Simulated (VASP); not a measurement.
Level of theory: PBEsol GGA with spin-orbit coupling, VASP's PBE PAW potentials (set 64) (plane waves; VASP).

Input for VASP

**INCAR**
```
ALGO = Normal
EDIFF = 1E-6
ENCUT = 400
GGA = PS
GGA_COMPAT = .FALSE.
ISIF = 2
ISMEAR = -1
LASPH = .TRUE.
LCHARG = .FALSE.
LMAXMIX = 4
LNONCOLLINEAR = .TRUE.
LORBIT = 11
LREAL = .FALSE.
LSORBIT = .TRUE.
LWAVE = .FALSE.
MAGMOM = 0.0 0.0 0.0 0.0 0.0 0.0 0.0 0.0 0.0
NELM = 100
PREC = Accurate
SIGMA = 0.05
SYSTEM = Li2Se
```

### KPOINTS
```
Regular mesh
0
gamma
10 10 10
0 0 0
```

File POSCAR:
```
Li2Se
1
    0.0000000000     3.0000000000     3.0000000000
    3.0000000000     0.0000000000     3.0000000000
    3.0000000000     3.0000000000     0.0000000000
Li Se
2 1
Direct
  0.2500000000   0.2500000000   0.2500000000
  0.7500000000   0.7500000000   0.7500000000
  0.0000000000   0.0000000000   0.0000000000
```

POTCAR, in this order: Li_sv Se (PBE.64 set). Program: vasp_ncl.

At this cut-off the stress carries a Pulay error, which pulls relaxed volumes low.

Task: Predict the energy per atom (σ→0), pressure, band gap (on the k-mesh).

Result: 
```json
{
 "energy per atom (σ→0)": "-3.877 eV/atom",
 "band gap (on the k-mesh)": "2.69 eV",
 "pressure": "-2.59 GPa"
}
```

File OSZICAR:
```
...
DAV:   7    -0.116264533266E+02    0.23003E-01   -0.14425E-01  2520   0.198E+00    0.781E-01
DAV:   8    -0.116296097948E+02   -0.31565E-02   -0.19899E-02  2612   0.104E+00    0.483E-01
DAV:   9    -0.116305472195E+02   -0.93742E-03   -0.10764E-03  2368   0.265E-01    0.143E-01
DAV:  10    -0.116306399854E+02   -0.92766E-04   -0.43041E-04  2420   0.113E-01    0.500E-02
DAV:  11    -0.116307385562E+02   -0.98571E-04   -0.12490E-04  2124   0.845E-02    0.144E-02
DAV:  12    -0.116307392541E+02   -0.69781E-06   -0.20186E-05  2464   0.338E-02    0.161E-02
DAV:  13    -0.116307393172E+02   -0.63177E-07   -0.48196E-06  2216   0.137E-02
   1 F= -.11630739E+02 E0= -.11630739E+02  d E =-.464102E-10  mag=     0.0000    -0.0000     0.0000
```

The structure is a typed Li2Se crystal (Fm-3m). The cell was not relaxed at this level. The run is one of a series of settings (GGA_COMPAT = .FALSE., LNONCOLLINEAR = .TRUE., LSORBIT = .TRUE., MAGMOM = 0.0 0.0 0.0 0.0 0.0 0.0 0.0 0.0 0.0, program vasp_ncl against the base run), some of them coarse on purpose.
